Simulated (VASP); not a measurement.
A convergence study with VASP on Ta2C (space group C2): one setting is varied, all else stays as given below, so the limit is that of these other settings. The cell's lengths are 1 % over those of the tabulated start and one atom is moved, so it is off equilibrium.

```
CELL_PARAMETERS angstrom
      3.14604     0.00000     0.00000
     -1.57302     2.72455     0.00000
      0.00000     0.00000     4.98869
ATOMIC_POSITIONS crystal
  Ta 0.33333 0.66667 0.25390
  Ta 0.66667 0.33333 0.74610
  C  0.01926 0.00000 0.00000
```

All values below come from PBEsol GGA, VASP's PBE PAW potentials (set 64) (plane waves; VASP). The tightest run used: 1000 eV cut-off, 13×13×7 Γ-centred mesh, first-order Methfessel-Paxton smearing of 0.10 eV, potentials Ta_pv C.

The reference is ENCUT = 1000, which took about 7 core-minutes. The timings are rough (shared machines, no repeats); factors under 2 mean little.

Of the settings ENCUT = 250; ENCUT = 300; ENCUT = 350; ENCUT = 400; ENCUT = 450; ENCUT = 500; ENCUT = 550; ENCUT = 600; ENCUT = 650; ENCUT = 700; ENCUT = 750; ENCUT = 800; ENCUT = 850; ENCUT = 1000, which is the lowest that keeps the difference from the reference in the stress, largest component (GPa) within 0.2 from there on, and what does it cost?

ENCUT = 450; its cost over the reference is about 1/4.
```tsv
setting	difference in the stress, largest component (GPa)	cost over the reference
ENCUT = 250	8.31	about 1/10
ENCUT = 300	4.32	about 1/7
ENCUT = 350	1.89	about 1/5
ENCUT = 400	0.62	about 1/4
ENCUT = 450	0.15	about 1/4
ENCUT = 500	0.04	about 1/5
ENCUT = 550	0.04	about 1/3
ENCUT = 600	0.06	within a factor of 2
ENCUT = 650	0.08	about 1/2
ENCUT = 700	0.07	about 1/2
ENCUT = 750	0.06	within a factor of 2
ENCUT = 800	0.04	within a factor of 2
ENCUT = 850	0.02	within a factor of 2
ENCUT = 1000	0.00	reference
```

Left out are rungs that failed or repeat a setting and relaxations that didn't move; long series are thinned to 24 rows.

The structure comes from a computed database's Ta2C entry (space group no. 164); how it stands against other phases isn't given here. The cell was not relaxed at this level, it is distorted from the ideal structure.
